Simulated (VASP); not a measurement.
# GeB2C2 (Pmm2) in VASP: a series of runs

The runs below take GeB2C2 through density of states, with PBE.

Everything below comes from runs of VASP 6.6.1. Logs are shortened: lines on timing, memory, paths and dates and some standing lists are left out, and cuts for length are marked.

### 1 Starting point

The structure is orthorhombic, space group Pmm2 (No. 25). The conventional cell has a = 2.766 Å, b = 4.196 Å, c = 4.692 Å, α = 90.00°, β = 90.00°, γ = 90.00°. Ge (site symmetry mm2) is surrounded by 6 C at 2.51 to 2.69 Å and 6 B at 2.59 to 2.73 Å and 2 Ge at 2.77 Å. B (site symmetry mm2) has 3 C at 1.57 to 1.59 Å as nearest neighbours. B (site symmetry mm2) has 3 C at 1.57 to 1.59 Å as nearest neighbours. Around C (site symmetry mm2) lie 3 B at 1.57 Å. C (site symmetry mm2) has 3 B at 1.59 Å as nearest neighbours.

The cell was built by a generator and needn't be a form met in nature.

### 2 Density of states, PBE

POSCAR reads:

```
GeB2C2                                  
1.0
    2.7657638869      0.0000000000      0.0000000000
    0.0000000000      4.1963866122      0.0000000000
    0.0000000000      0.0000000000      4.6921212847
  Ge              B               C             
     1     2     2
Direct
     0.0000000000000000    0.0000000000000000    0.9709035455360412
     0.5000000000000000    0.5000000000000000    0.8356967188865250
     0.0000000000000000    0.5000000000000000    0.3418912879890930
     0.0000000000000000    0.5000000000000000    0.6757054513197338
     0.5000000000000000    0.5000000000000000    0.1755897162686100
```

INCAR.step1 reads:

```
SYSTEM = GeB2C2
ALGO = Normal ; EDIFF = 1E-6
ENCUT = 520 ; GGA = PE
ISIF = 2 ; ISMEAR = 0
KPAR = 4 ; LASPH = .TRUE.
LCHARG = .TRUE. ; LREAL = .FALSE.
LWAVE = .FALSE. ; NBANDS = 22
NELM = 80 ; PREC = Accurate
SIGMA = 0.1
```

KPOINTS.step1 reads:

```
k-points
0
G
  10 8 6
  0 0 0
```

INCAR.step2 reads:

```
SYSTEM = GeB2C2
ALGO = Normal ; EDIFF = 1E-6
ENCUT = 520 ; GGA = PE
ICHARG = 11 ; ISIF = 2
ISMEAR = -5 ; KPAR = 4
LASPH = .TRUE. ; LCHARG = .FALSE.
LORBIT = 11 ; LREAL = .FALSE.
LWAVE = .FALSE. ; NBANDS = 22
NEDOS = 1001 ; NELM = 80
PREC = Accurate ; SIGMA = 0.1
```

KPOINTS.step2 reads:

```
k-points
0
G
  15 12 9
  0 0 0
```

Potentials or basis: VASP PAW PBE potentials, release 64 (Ge_d, B, C).

Started as:

```sh
$ cat potpaw_PBE.64/Ge_d/POTCAR potpaw_PBE.64/B/POTCAR potpaw_PBE.64/C/POTCAR > POTCAR
$ cp INCAR.step1 INCAR
$ cp KPOINTS.step1 KPOINTS
$ mpirun -np 4 vasp_std > vasp.out
$ cp INCAR.step2 INCAR
$ cp KPOINTS.step2 KPOINTS
$ mpirun -np 4 vasp_std > vasp.out
```

OUTCAR:

```text
SYSTEM = GeB2C2
   EDIFF = 1E-6
   ENCUT = 520
   GGA = PE
   ICHARG = 11
   ISIF = 2
   ISMEAR = -5
   LASPH = .TRUE.
   LORBIT = 11
   LREAL = .FALSE.
   NELM = 80
   PREC = Accurate

 ion  position               nearest neighbor table
   1  0.000  0.000  0.971-
   2  0.500  0.500  0.836-   4 1.57   4 1.57   5 1.59
   3  0.000  0.500  0.342-   4 1.57   5 1.59   5 1.59
   4  0.000  0.500  0.676-   3 1.57   2 1.57   2 1.57
   5  0.500  0.500  0.176-   3 1.59   3 1.59   2 1.59

  LATTYP: Found a simple orthorhombic cell.
 ALAT       =     2.7657638869
 B/A-ratio  =     1.5172613368
 C/A-ratio  =     1.6965010307

  Lattice vectors:

 A1 = (   2.7657638869,   0.0000000000,   0.0000000000)
 A2 = (   0.0000000000,   4.1963866122,   0.0000000000)
 A3 = (   0.0000000000,   0.0000000000,   4.6921212847)

Analysis of symmetry for initial positions (statically):
=====================================================================
 Subroutine PRICEL returns:
 Original cell was already a primitive cell.

 Routine SETGRP: Setting up the symmetry group for a
 simple orthorhombic supercell.

 Subroutine GETGRP returns: Found  4 space group operations
 (whereof  4 operations were pure point group operations)
 out of a pool of  8 trial point group operations.

The static configuration has the point symmetry C_2v.

Analysis of symmetry for dynamics (positions and initial velocities):
=====================================================================
 Subroutine PRICEL returns:
 Original cell was already a primitive cell.

 Routine SETGRP: Setting up the symmetry group for a
 simple orthorhombic supercell.

 Subroutine GETGRP returns: Found  4 space group operations
 (whereof  4 operations were pure point group operations)
 out of a pool of  8 trial point group operations.

The dynamic configuration has the point symmetry C_2v.

 Subroutine INISYM returns: Found  4 space group operations
 (whereof  4 operations are pure point group operations),
 and found     1 'primitive' translations

----------------------------------------------------------------------------------------

                                     Primitive cell

  volume of cell :      54.4578

  direct lattice vectors                    reciprocal lattice vectors
     2.765763887  0.000000000  0.000000000     0.361563764  0.000000000  0.000000000
     0.000000000  4.196386612  0.000000000     0.000000000  0.238300255  0.000000000
     0.000000000  0.000000000  4.692121285     0.000000000  0.000000000  0.213123221

  length of vectors
     2.765763887  4.196386612  4.692121285     0.361563764  0.238300255  0.213123221

  position of ions in fractional coordinates (direct lattice)
     0.000000000  0.000000000  0.970903546
     0.500000000  0.500000000  0.835696719
     0.000000000  0.500000000  0.341891288
     0.000000000  0.500000000  0.675705451
     0.500000000  0.500000000  0.175589716

  ion indices of the primitive-cell ions
   primitive index   ion index
                 1           1
                 2           2
                 3           3
                 4           4
                 5           5

----------------------------------------------------------------------------------------

 KPOINTS: k-points

Automatic generation of k-mesh.
 Grid dimensions read from file:
 generate k-points for:   15   12    9

 Generating k-lattice:

  Cartesian coordinates                     Fractional coordinates (reciprocal lattice)
     0.024104251  0.000000000  0.000000000     0.066666667  0.000000000  0.000000000
     0.000000000  0.019858355  0.000000000     0.000000000  0.083333333  0.000000000
     0.000000000  0.000000000  0.023680358     0.000000000  0.000000000  0.111111111

  Length of vectors
     0.024104251  0.019858355  0.023680358

  Shift w.r.t. Gamma in fractional coordinates (k-lattice)
     0.000000000  0.000000000  0.000000000

 TETIRR: Found   4842 inequivalent tetrahedra from     9720

 Subroutine IBZKPT returns following result:
 ===========================================

[... 46 lines left out ...]

 E-fermi :   4.7407     XC(G=0): -10.6318

 val. band max:        4.8994238822   @ k =   0.3333   0.0000   0.0000
 cond. band min:       4.6094808705   @ k =   0.3333   0.2500   0.1111
 fundamental gap:     -0.2899430117
 Fermi energy:         4.7406557047

 k-point     1 :       0.0000    0.0000    0.0000
  band No.  band energies     occupation
      1     -20.2224      2.00000
      2     -20.1542      2.00000
      3     -20.1498      2.00000
      4     -20.1020      2.00000
      5     -20.0874      2.00000
      6     -10.4348      2.00000
[... 14 lines left out ...]
     21      13.9491      0.00000
     22      15.3571      0.00000

 k-point     2 :       0.0667    0.0000    0.0000
  band No.  band energies     occupation
      1     -20.2149      2.00000
      2     -20.1536      2.00000
      3     -20.1495      2.00000
      4     -20.1051      2.00000
      5     -20.0901      2.00000
      6     -10.3669      2.00000
[... 14 lines left out ...]
     21      14.2375      0.00000
     22      15.1304      0.00000

 k-point     3 :       0.1333    0.0000    0.0000
  band No.  band energies     occupation
      1     -20.1939      2.00000
      2     -20.1517      2.00000
      3     -20.1484      2.00000
      4     -20.1137      2.00000
      5     -20.0979      2.00000
      6     -10.1636      2.00000
[... 14 lines left out ...]
     21      14.8673      0.00000
     22      14.9705      0.00000
[... 476 lines left out ...]
 k-point    23 :       0.4000    0.1667    0.0000
  band No.  band energies     occupation
      1     -20.1664      2.00000
      2     -20.1463      2.00000
      3     -20.1446      2.00000
      4     -20.1428      2.00000
      5     -20.0596      2.00000
      6      -7.9737      2.00000
[... 14 lines left out ...]
     21      14.5137      0.00000
     22      15.0114      0.00000

 k-point    24 :       0.4667    0.1667    0.0000
  band No.  band energies     occupation
      1     -20.1723      2.00000
      2     -20.1499      2.00000
      3     -20.1454      2.00000
      4     -20.1421      2.00000
      5     -20.0448      2.00000
      6      -7.2193      2.00000
[... 14 lines left out ...]
     21      13.9275      0.00000
     22      14.4845      0.00000

 [... further k-points ...]

------------------------ aborting loop because EDIFF is reached ----------------------------------------

  FORCE on cell =-STRESS in cart. coord.  units (eV):
  Direction    XX          YY          ZZ          XY          YZ          ZX
  --------------------------------------------------------------------------------------
  -------------------------------------------------------------------------------------
  Total       -0.0784813     -0.5590174     -0.6889180      0.0000000      0.0000000      0.0000000
  in kB       -2.3089635    -16.4465980    -20.2683461      0.0000000      0.0000000      0.0000000
  external PRESSURE =     -13.0079692 kB  Pullay stress =       0.0000000 kB

 VOLUME and BASIS-vectors are now :
 -----------------------------------------------------------------------------
  energy-cutoff  :      520.00
  volume of cell :       54.46
      direct lattice vectors                 reciprocal lattice vectors
     2.765763887  0.000000000  0.000000000     0.361563764  0.000000000  0.000000000
     0.000000000  4.196386612  0.000000000     0.000000000  0.238300255  0.000000000
     0.000000000  0.000000000  4.692121285     0.000000000  0.000000000  0.213123221

 POSITION                                       TOTAL-FORCE (eV/Angst)
 -----------------------------------------------------------------------------------
      0.00000      0.00000      4.55560         0.000000      0.000000     -0.007591
      1.38288      2.09819      3.92119         0.000000      0.000000      0.145594
      0.00000      2.09819      1.60420         0.000000      0.000000      0.134180
      0.00000      2.09819      3.17049         0.000000      0.000000     -0.085929
      1.38288      2.09819      0.82389         0.000000      0.000000     -0.186254
 -----------------------------------------------------------------------------------
    total drift:                                0.000000     -0.000000      0.007733

  FREE ENERGIE OF THE ION-ELECTRON SYSTEM (eV)
  ---------------------------------------------------
  free  energy   TOTEN  =       -34.5978061439 eV

  energy  without entropy=      -34.5978061439  energy(sigma->0) =      -34.59780614

 total charge

# of ion       s       p       d       tot
------------------------------------------
    1        1.324   0.746  10.049  12.119
    2        0.729   1.334   0.000   2.064
    3        0.724   1.300   0.000   2.024
    4        0.866   1.655   0.000   2.521
    5        0.874   1.616   0.000   2.490
--------------------------------------------------
tot          4.516   6.652  10.049  21.217
```

It took 3 min on 4 MPI ranks of AMD EPYC 7R43 (Zen 3), shared host; peak memory 0.38 GiB.

What came out:

| Item | Value |
| --- | --- |
| Valence electrons inside the program's atomic spheres | Ge 12.12; B 2.06, 2.02; C 2.52, 2.49 |

Levels at points of the mesh, in eV from the Fermi level:
```csv
k point,band 11,band 12,band 13,band 14,band 15,band 16,band 17,band 18
"(0.00, 0.00, 0.00)",-3.19,-0.88,-0.30,0.06,0.97,2.20,5.85,6.87
"(0.00, 0.50, 0.00)",-3.08,-1.39,-0.28,0.11,3.05,3.70,5.41,7.36
```

States per cell in windows of 0.5 eV (zero at the Fermi level; states under -8 eV left out):
```csv
from (eV),total,Ge1_p,C4_p,C5_p,B3_p,B2_p,Ge1_s
-8.0,0.64,0.02,0.05,0.05,0.03,0.02,0.10
-7.5,0.69,0.02,0.06,0.06,0.04,0.03,0.08
-7.0,0.63,0.02,0.06,0.05,0.03,0.03,0.07
-6.5,0.50,0.02,0.05,0.05,0.03,0.03,0.04
-6.0,0.59,0.02,0.06,0.06,0.04,0.04,0.04
-5.5,0.66,0.03,0.07,0.07,0.05,0.06,0.04
-5.0,0.75,0.05,0.08,0.08,0.06,0.06,0.04
-4.5,0.95,0.06,0.12,0.10,0.08,0.09,0.04
-4.0,0.86,0.06,0.11,0.10,0.08,0.08,0.04
-3.5,1.21,0.07,0.18,0.15,0.13,0.13,0.04
-3.0,1.13,0.05,0.16,0.16,0.13,0.13,0.03
-2.5,1.09,0.06,0.15,0.16,0.11,0.12,0.04
-2.0,0.84,0.04,0.12,0.13,0.10,0.08,0.03
-1.5,1.01,0.07,0.15,0.13,0.10,0.08,0.06
-1.0,0.68,0.04,0.11,0.10,0.07,0.06,0.04
-0.5,0.47,0.04,0.07,0.07,0.04,0.04,0.03
0.0,0.39,0.08,0.03,0.04,0.02,0.02,0.03
0.5,0.37,0.08,0.02,0.04,0.01,0.01,0.02
1.0,0.49,0.10,0.03,0.06,0.02,0.01,0.01
1.5,0.49,0.11,0.03,0.03,0.03,0.02,0.01
2.0,0.45,0.10,0.02,0.02,0.04,0.02,0.01
2.5,0.49,0.11,0.03,0.03,0.04,0.03,0.01
3.0,0.66,0.15,0.03,0.04,0.04,0.05,0.01
3.5,0.69,0.16,0.03,0.05,0.04,0.06,0.01
4.0,0.74,0.21,0.04,0.06,0.03,0.05,0.01
4.5,0.75,0.22,0.05,0.06,0.03,0.05,0.01
5.0,0.68,0.21,0.05,0.04,0.03,0.05,0.01
5.5,0.57,0.16,0.03,0.03,0.03,0.05,0.01
6.0,0.56,0.12,0.03,0.03,0.04,0.04,0.01
6.5,0.76,0.14,0.05,0.04,0.07,0.04,0.01
7.0,0.80,0.12,0.06,0.04,0.08,0.04,0.01
7.5,0.82,0.12,0.05,0.03,0.06,0.05,0.00
```

Caveat: tetrahedron occupations give inexact forces and stress in metals.

### 3 Density of states, PBE

This run uses another cell than the first one, of 9.51 Å³/atom, 0.873 times its volume.

POSCAR reads:

```
GeB2C2                                  
1.0
    2.7514476998     -0.0000000000     -0.0000000000
   -1.3757238550      2.3828236106      0.0000000000
   -0.0000000000     -0.0000000000      7.2545879369
  Ge              B               C             
     1     2     2
Direct
     0.0000000000000000    0.0000000000000000    0.0000000000000000
     0.6666666699999979    0.3333333300000021    0.3519838286015073
     0.3333333300000021    0.6666666699999979    0.6480161713984925
     0.6666666699999979    0.3333333300000021    0.6560706933484651
     0.3333333300000021    0.6666666699999979    0.3439293066515349
```

INCAR.step1 is that of step 2.

KPOINTS.step1 reads:

```
k-points
0
G
  12 12 4
  0 0 0
```

INCAR.step2 is that of step 2.

KPOINTS.step2 reads:

```
k-points
0
G
  18 18 6
  0 0 0
```

Potentials or basis: VASP PAW PBE potentials, release 64 (Ge_d, B, C).

Started as:

```sh
$ cat potpaw_PBE.64/Ge_d/POTCAR potpaw_PBE.64/B/POTCAR potpaw_PBE.64/C/POTCAR > POTCAR
$ cp INCAR.step1 INCAR
$ cp KPOINTS.step1 KPOINTS
$ mpirun -np 4 vasp_std > vasp.out
$ cp INCAR.step2 INCAR
$ cp KPOINTS.step2 KPOINTS
$ mpirun -np 4 vasp_std > vasp.out
```

Run time: 90 s. Hardware: 4 MPI ranks of AMD EPYC 7R43 (Zen 3), shared host; peak memory 0.27 GiB.

Results (log left out):

- Valence electrons inside the program's atomic spheres: Ge 12.18; B 2.00; C 2.48

Levels at points of the mesh, in eV from the Fermi level:
| k point | band 10 | band 11 | band 12 | band 13 | band 14 | band 15 | band 16 | band 17 | band 18 | band 19 |
| --- | --- | --- | --- | --- | --- | --- | --- | --- | --- | --- |
| (0.00, 0.00, 0.00) | -3.77 | -0.59 | -0.59 | 0.30 | 0.30 | 3.63 | 8.53 | 8.53 | 8.83 | 9.91 |
| (0.50, 0.00, 0.00) | -6.05 | -5.36 | -3.34 | -2.25 | -1.02 | 0.79 | 1.93 | 3.08 | 6.03 | 6.60 |
| (0.00, 0.00, 0.50) | -0.58 | -0.58 | -0.14 | 0.30 | 0.30 | 0.84 | 8.70 | 8.70 | 8.76 | 9.47 |
| (0.50, 0.00, 0.50) | -5.38 | -4.50 | -3.32 | -2.57 | -2.28 | -0.54 | 3.54 | 5.53 | 6.09 | 6.22 |

States per cell in windows of 1 eV (zero at the Fermi level; states under -8 eV left out):
```csv
from (eV),total,Ge1_p,C4_p,C5_p,B2_p,B3_p,Ge1_s
-8.0,1.05,0.03,0.09,0.09,0.04,0.04,0.13
-7.0,1.33,0.05,0.13,0.13,0.07,0.07,0.12
-6.0,1.51,0.05,0.15,0.15,0.11,0.11,0.13
-5.0,1.59,0.09,0.18,0.18,0.15,0.15,0.07
-4.0,2.02,0.11,0.26,0.26,0.21,0.21,0.07
-3.0,1.95,0.09,0.29,0.29,0.23,0.23,0.06
-2.0,1.77,0.17,0.25,0.25,0.17,0.17,0.04
-1.0,1.29,0.15,0.18,0.18,0.10,0.10,0.05
0.0,1.25,0.19,0.17,0.17,0.04,0.04,0.05
1.0,0.80,0.22,0.07,0.07,0.02,0.02,0.03
2.0,1.10,0.34,0.08,0.08,0.04,0.04,0.03
3.0,1.35,0.39,0.12,0.12,0.06,0.06,0.03
4.0,1.09,0.25,0.04,0.04,0.12,0.12,0.02
5.0,1.04,0.27,0.02,0.02,0.13,0.13,0.01
6.0,1.10,0.21,0.05,0.05,0.12,0.12,0.01
7.0,1.52,0.16,0.08,0.08,0.15,0.15,0.01
```

Caveat: tetrahedron occupations give inexact forces and stress in metals.

### 4 Density of states, PBE

This run uses another cell than the first one, of 10.50 Å³/atom, 0.964 times its volume.

POSCAR reads:

```
GeB2C2                                  
1.0
    2.7500940282     -0.0000000000      0.0000000000
   -1.3750470191      2.3816512906     -0.0000000000
    0.0000000000      0.0000000000      8.0142358709
  Ge              B               C             
     1     2     2
Direct
     1.0000000000000000    0.0000000000000000    0.0000000000000000
     0.6666666699999979    0.3333333300000021    0.7095035039989234
     0.3333333300000021    0.6666666699999979    0.2904964960010767
     0.3333333300000021    0.6666666699999979    0.7135377032409638
     0.6666666699999979    0.3333333300000021    0.2864622967590362
```

INCAR.step1 is that of step 3.

KPOINTS.step1 is that of step 3.

INCAR.step2 is that of step 3.

KPOINTS.step2 is that of step 3.

Started as:

```sh
$ cat potpaw_PBE.64/Ge_d/POTCAR potpaw_PBE.64/B/POTCAR potpaw_PBE.64/C/POTCAR > POTCAR
$ cp INCAR.step1 INCAR
$ cp KPOINTS.step1 KPOINTS
$ mpirun -np 4 vasp_std > vasp.out
$ cp INCAR.step2 INCAR
$ cp KPOINTS.step2 KPOINTS
$ mpirun -np 4 vasp_std > vasp.out
```

It took 73 s on 4 MPI ranks of AMD EPYC 7R43 (Zen 3), shared host; peak memory 0.29 GiB.

The run converged. Its results:

```yaml
Valence_electrons_inside_the_program's_atomic_spheres: Ge 12.19; B 2.01; C 2.48
```

Levels at points of the mesh, in eV from the Fermi level:
| k point | band 11 | band 12 | band 13 | band 14 | band 15 | band 16 | band 17 | band 18 |
| --- | --- | --- | --- | --- | --- | --- | --- | --- |
| (0.00, 0.00, 0.00) | 0.16 | 0.16 | 0.20 | 0.20 | 3.52 | 8.28 | 8.86 | 8.86 |
| (0.50, 0.00, 0.00) | -5.06 | -2.57 | -2.46 | -0.27 | 0.51 | 1.61 | 3.81 | 5.87 |
| (0.00, 0.00, 0.50) | 0.17 | 0.17 | 0.20 | 0.20 | 2.13 | 8.91 | 8.91 | 9.45 |
| (0.50, 0.00, 0.50) | -4.88 | -2.51 | -2.51 | -1.08 | 0.41 | 2.20 | 4.84 | 5.88 |

States per cell in windows of 1 eV (zero at the Fermi level; states under -8 eV left out):
| from (eV) | total | Ge1_p | C4_p | C5_p | B2_p | B3_p | Ge1_s |
| --- | --- | --- | --- | --- | --- | --- | --- |
| -8.0 | 1.12 | 0.04 | 0.08 | 0.08 | 0.05 | 0.05 | 0.18 |
| -7.0 | 0.80 | 0.04 | 0.08 | 0.08 | 0.04 | 0.04 | 0.03 |
| -6.0 | 1.60 | 0.08 | 0.16 | 0.16 | 0.09 | 0.09 | 0.13 |
| -5.0 | 1.57 | 0.13 | 0.16 | 0.16 | 0.13 | 0.13 | 0.06 |
| -4.0 | 1.80 | 0.12 | 0.22 | 0.22 | 0.17 | 0.17 | 0.06 |
| -3.0 | 2.38 | 0.11 | 0.35 | 0.35 | 0.28 | 0.28 | 0.07 |
| -2.0 | 2.05 | 0.11 | 0.29 | 0.29 | 0.20 | 0.20 | 0.10 |
| -1.0 | 1.37 | 0.06 | 0.22 | 0.22 | 0.14 | 0.14 | 0.05 |
| 0.0 | 1.24 | 0.21 | 0.15 | 0.15 | 0.05 | 0.05 | 0.03 |
| 1.0 | 0.76 | 0.18 | 0.07 | 0.07 | 0.02 | 0.02 | 0.03 |
| 2.0 | 0.90 | 0.26 | 0.04 | 0.04 | 0.06 | 0.06 | 0.02 |
| 3.0 | 1.45 | 0.44 | 0.08 | 0.08 | 0.08 | 0.08 | 0.03 |
| 4.0 | 1.20 | 0.32 | 0.07 | 0.07 | 0.09 | 0.09 | 0.03 |
| 5.0 | 1.23 | 0.31 | 0.06 | 0.06 | 0.11 | 0.11 | 0.01 |
| 6.0 | 1.26 | 0.28 | 0.07 | 0.07 | 0.13 | 0.13 | 0.01 |
| 7.0 | 0.96 | 0.15 | 0.06 | 0.06 | 0.08 | 0.08 | 0.01 |

Caveat: this functional lacks dispersion, which binds the layers, so the pressure and a relaxed spacing across them are unreliable; tetrahedron occupations give inexact forces and stress in metals.
